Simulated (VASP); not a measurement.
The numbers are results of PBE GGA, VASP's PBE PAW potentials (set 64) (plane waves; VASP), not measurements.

Input for VASP

**INCAR**
```
ALGO = Normal
EDIFF = 1E-6
ENCUT = 400
GGA = PE
ISIF = 2
ISMEAR = 1
ISPIN = 2
LASPH = .True.
LCHARG = .False.
LMAXMIX = 4
LORBIT = 10
LREAL = .False.
LWAVE = .False.
MAGMOM = 1.5 -1.5
NELM = 100
PREC = Accurate
SIGMA = 0.1
SYSTEM = Cr
```

### POSCAR
```
Cr
1
    2.9376000000     0.0000000000     0.0000000000
    0.0000000000     2.9376000000     0.0000000000
    0.0000000000     0.0000000000     2.9376000000
Cr
2
Direct
  0.0000000000   0.0000000000   0.0000000000
  0.5000000000   0.5000000000   0.5000000000
```

File KPOINTS:
```
K-points
0
Gamma
  9 9 9
0 0 0
```

POTCAR, in this order: Cr_pv (PBE.64 set). Program: vasp_std.

What VASP printed:

**OUTCAR**
```
 ion  position               nearest neighbor table
   1  0.000  0.000  0.000-   2 2.54   2 2.54   2 2.54   2 2.54   2 2.54   2 2.54   2 2.54   2 2.54
  LATTYP: Found a simple cubic cell.
 ALAT       =     2.9376000000
 Subroutine PRICEL returns following result:
  LATTYP: Found a body centered cubic cell.
 ALAT       =     2.9376000000
 Subroutine GETGRP returns: Found 48 space group operations
The static configuration has the point symmetry O_h .
The dynamic configuration has the point symmetry O_h .
The overall configuration has the point symmetry O_h .
 Subroutine INISYM returns: Found 48 space group operations
 Subroutine IBZKPT returns following result:
 Found     35 irreducible k-points:

 Following reciprocal coordinates:
            Coordinates               Weight
  0.000000  0.000000  0.000000      1.000000
  0.111111  0.000000  0.000000      6.000000
  0.222222  0.000000  0.000000      6.000000
  0.333333  0.000000  0.000000      6.000000
  0.444444  0.000000  0.000000      6.000000
  0.111111  0.111111  0.000000     12.000000
  0.222222  0.111111  0.000000     24.000000
  0.333333  0.111111  0.000000     24.000000
...
```

**OSZICAR**
```
       N       E                     dE             d eps       ncg     rms          rms(c)
DAV:   1     0.196763898664E+03    0.19676E+03   -0.12601E+04  2304   0.151E+03
DAV:   2    -0.149062301177E+02   -0.21167E+03   -0.21012E+03  2312   0.449E+02
DAV:   3    -0.221479993915E+02   -0.72418E+01   -0.71255E+01  3024   0.929E+01
DAV:   4    -0.222368046184E+02   -0.88805E-01   -0.88750E-01  2568   0.109E+01
DAV:   5    -0.222388493046E+02   -0.20447E-02   -0.20447E-02  3232   0.127E+00    0.172E+01
DAV:   6    -0.189250789485E+02    0.33138E+01   -0.21936E+01  2504   0.542E+01    0.531E+00
DAV:   7    -0.189584821738E+02   -0.33403E-01   -0.42246E-01  2632   0.858E+00    0.277E+00
DAV:   8    -0.189681422281E+02   -0.96601E-02   -0.62153E-02  2712   0.176E+00    0.127E+00
DAV:   9    -0.189807428809E+02   -0.12601E-01   -0.24806E-01  2816   0.293E+00    0.636E-01
DAV:  10    -0.189831561527E+02   -0.24133E-02   -0.70978E-03  2768   0.708E-01    0.499E-01
DAV:  11    -0.189877205638E+02   -0.45644E-02   -0.11155E-01  2864   0.179E+00    0.332E-01
DAV:  12    -0.189879720622E+02   -0.25150E-03   -0.80029E-03  2752   0.562E-01    0.115E-01
DAV:  13    -0.189880494451E+02   -0.77383E-04   -0.14295E-03  2552   0.236E-01    0.377E-02
DAV:  14    -0.189880585721E+02   -0.91270E-05   -0.82388E-05  2848   0.629E-02    0.244E-02
DAV:  15    -0.189880597294E+02   -0.11573E-05   -0.64226E-05  2696   0.472E-02    0.431E-03
DAV:  16    -0.189880596876E+02    0.41737E-07   -0.11094E-06  1368   0.822E-03
   1 F= -.18988060E+02 E0= -.18987940E+02  d E =-.359033E-03  mag=     0.0000
```

### OUTCAR
```
------------------------ aborting loop because EDIFF is reached ----------------------------------------
  FORCE on cell =-STRESS in cart. coord.  units (eV):
  Direction    XX          YY          ZZ          XY          YZ          ZX
  --------------------------------------------------------------------------------------
  Total       -1.8636807     -1.8636807     -1.8636807     -0.0000000     -0.0000000     -0.0000000
  in kB     -117.7888329   -117.7888329   -117.7888329     -0.0000000     -0.0000000     -0.0000000
  external PRESSURE =    -117.7888329 kB  Pullay stress =       0.0000000 kB
  volume of cell :       25.35
      direct lattice vectors                 reciprocal lattice vectors
     2.937600000  0.000000000  0.000000000     0.340413943  0.000000000  0.000000000
     0.000000000  2.937600000  0.000000000     0.000000000  0.340413943  0.000000000
     0.000000000  0.000000000  2.937600000     0.000000000  0.000000000  0.340413943
 POSITION                                       TOTAL-FORCE (eV/Angst)
 -----------------------------------------------------------------------------------
      0.00000      0.00000      0.00000        -0.000000     -0.000000     -0.000000
      1.46880      1.46880      1.46880         0.000000      0.000000      0.000000
 -----------------------------------------------------------------------------------
    total drift:                               -0.000000      0.000000      0.000000
  FREE ENERGIE OF THE ION-ELECTRON SYSTEM (eV)
  ---------------------------------------------------
  free  energy   TOTEN  =       -18.9880596876 eV

  energy  without entropy=      -18.9877006546  energy(sigma->0) =      -18.98794001

 total charge

# of ion       s       p       d       tot
------------------------------------------
    1        0.406   6.348   4.124  10.878
    2        0.406   6.348   4.124  10.878
--------------------------------------------------
tot          0.812  12.695   8.248  21.756

 magnetization (x)

# of ion       s       p       d       tot
------------------------------------------
    1        0.021   0.014   1.576   1.611
    2       -0.021  -0.014  -1.576  -1.611
--------------------------------------------------
tot          0.000   0.000   0.000   0.000
```
(Selected blocks of OUTCAR.)

The compound is Cr in the bcc, AFM order structure. The cell was not relaxed at this level.
